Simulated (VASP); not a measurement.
Method: PW91 GGA, VASP's PBE PAW potentials (set 64) (plane waves; VASP).

Input for VASP

### POSCAR
```
LiF
1
    0.0000000000     2.0275819615     2.0275819615
    2.0275819615     0.0000000000     2.0275819615
    2.0275819615     2.0275819615    -0.0000000000
Li F
1 1
Direct
  0.0000000000   0.0000000000   0.0000000000
  0.5000000000   0.5000000000   0.5000000000
```

### KPOINTS
```
kpoints
0
gamma
 12 12 12
0 0 0
```

**INCAR**
```
! general
SYSTEM = LiF
PREC   = Accurate
ENCUT  = 520
LREAL  = .FALSE.
LASPH  = .TRUE.

! electronic loop
EDIFF  = 1E-7
NELM   = 100
ALGO   = Normal

! smearing
ISMEAR = -5

! functional
GGA    = 91

! ions
ISIF   = 2

! output
LWAVE  = .FALSE.
LCHARG = .TRUE.
LORBIT = 11
NEDOS  = 601
```

POTCAR, in this order: Li_sv F (PBE.64 set). Program: vasp_std.

Output

**OUTCAR**
```
 ion  position               nearest neighbor table
   1  0.000  0.000  0.000-   2 2.03   2 2.03   2 2.03   2 2.03   2 2.03   2 2.03
   2  0.500  0.500  0.500-   1 2.03   1 2.03   1 2.03   1 2.03   1 2.03   1 2.03
  LATTYP: Found a face centered cubic cell.
 ALAT       =     4.0551639230
 Subroutine PRICEL returns:
 Original cell was already a primitive cell.
 Subroutine GETGRP returns: Found 48 space group operations
The static configuration has the point symmetry O_h .
The dynamic configuration has the point symmetry O_h .
 Subroutine INISYM returns: Found 48 space group operations
 Subroutine IBZKPT returns following result:
 Found     72 irreducible k-points:

 Following reciprocal coordinates:
            Coordinates               Weight
  0.000000  0.000000  0.000000      1.000000
  0.083333  0.000000  0.000000      8.000000
  0.166667  0.000000  0.000000      8.000000
  0.250000  0.000000  0.000000      8.000000
  0.333333  0.000000  0.000000      8.000000
  0.416667  0.000000  0.000000      8.000000
  0.500000  0.000000  0.000000      4.000000
  0.083333  0.083333  0.000000      6.000000
  0.166667  0.083333  0.000000     24.000000
  0.250000  0.083333  0.000000     24.000000
  0.333333  0.083333  0.000000     24.000000
  0.416667  0.083333  0.000000     24.000000
  0.500000  0.083333  0.000000     24.000000
 -0.416667  0.083333  0.000000     24.000000
 -0.333333  0.083333  0.000000     24.000000
 -0.250000  0.083333  0.000000     24.000000
 -0.166667  0.083333  0.000000     24.000000
 -0.083333  0.083333  0.000000     12.000000
  0.166667  0.166667  0.000000      6.000000
  0.250000  0.166667  0.000000     24.000000
  0.333333  0.166667  0.000000     24.000000
  0.416667  0.166667  0.000000     24.000000
  0.500000  0.166667  0.000000     24.000000
 -0.416667  0.166667  0.000000     24.000000
...
```

OSZICAR:
```
       N       E                     dE             d eps       ncg     rms          rms(c)
DAV:   1     0.309428753648E+02    0.30943E+02   -0.57641E+03  1400   0.114E+03
DAV:   2    -0.921062847266E+01   -0.40154E+02   -0.39729E+02  1392   0.205E+02
DAV:   3    -0.102512741491E+02   -0.10406E+01   -0.10372E+01  1740   0.316E+01
DAV:   4    -0.102691627644E+02   -0.17889E-01   -0.17876E-01  1721   0.367E+00
DAV:   5    -0.102693541285E+02   -0.19136E-03   -0.19136E-03  1725   0.215E-01    0.465E+00
DAV:   6    -0.971505157587E+01    0.55430E+00   -0.30050E+00  1311   0.134E+01    0.141E+00
DAV:   7    -0.971710262195E+01   -0.20510E-02   -0.18023E-02  1728   0.153E+00    0.853E-01
DAV:   8    -0.972241891331E+01   -0.53163E-02   -0.15305E-02  1820   0.164E+00    0.972E-02
DAV:   9    -0.972250379046E+01   -0.84877E-04   -0.72341E-04  1426   0.289E-01    0.400E-02
DAV:  10    -0.972256521935E+01   -0.61429E-04   -0.13084E-04  1481   0.106E-01    0.518E-03
DAV:  11    -0.972256732005E+01   -0.21007E-05   -0.15435E-06  1859   0.164E-02    0.184E-03
DAV:  12    -0.972256722285E+01    0.97205E-07   -0.26418E-07  1421   0.643E-03
   1 F= -.97225672E+01 E0= -.97225672E+01  d E =0.000000E+00
```

**OUTCAR**
```
------------------------ aborting loop because EDIFF is reached ----------------------------------------
  FORCE on cell =-STRESS in cart. coord.  units (eV):
  Direction    XX          YY          ZZ          XY          YZ          ZX
  --------------------------------------------------------------------------------------
  Total        0.0002828      0.0002828      0.0002828      0.0000000      0.0000000      0.0000000
  in kB        0.0271815      0.0271815      0.0271815      0.0000000      0.0000000      0.0000000
  external PRESSURE =       0.0271815 kB  Pullay stress =       0.0000000 kB
  volume of cell :       16.67
      direct lattice vectors                 reciprocal lattice vectors
     0.000000000  2.027581962  2.027581962    -0.246599156  0.246599156  0.246599156
     2.027581962  0.000000000  2.027581962     0.246599156 -0.246599156  0.246599156
     2.027581962  2.027581962  0.000000000     0.246599156  0.246599156 -0.246599156
  FREE ENERGIE OF THE ION-ELECTRON SYSTEM (eV)
  ---------------------------------------------------
  free  energy   TOTEN  =        -9.7225672228 eV

  energy  without entropy=       -9.7225672228  energy(sigma->0) =       -9.72256722

 total charge

# of ion       s       p       d       tot
------------------------------------------
    1        2.015   0.043   0.000   2.057
    2        1.726   4.407   0.000   6.133
--------------------------------------------------
tot          3.741   4.449   0.000   8.190
```
(Selected blocks of OUTCAR.)

The compound is LiF in the rock salt structure. It was relaxed first.
